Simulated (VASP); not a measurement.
Data:

```
CELL_PARAMETERS angstrom
      3.90329     0.00000     0.00000
      0.00000     3.90329     0.00000
      0.00000     0.00000     3.90329
ATOMIC_POSITIONS crystal
  K  0.00000 0.00000 0.00000
  Mg 0.50000 0.50000 0.50000
  F  0.50000 0.00000 0.50000
  F  0.00000 0.50000 0.50000
  F  0.50000 0.50000 0.00000
```

The numbers are results of MS2 meta-GGA, VASP's PBE PAW potentials (set 64) (plane waves; VASP), not measurements. Run with 520 eV cut-off, 6×6×6 Γ-centred mesh, Gaussian smearing of 0.050 eV, potentials K_sv Mg F.

### Question
Give the stress tensor in GPa (positive for a compressed cell).

### Answer

```
5.34  0.00  0.00
0.00  5.34  0.00
0.00  0.00  5.34
```
The pressure is its mean diagonal, 5.34 GPa.

The compound is KMgF3 in the cubic perovskite structure. This cell is one point of a volume scan, at 0.94 of the reference volume.
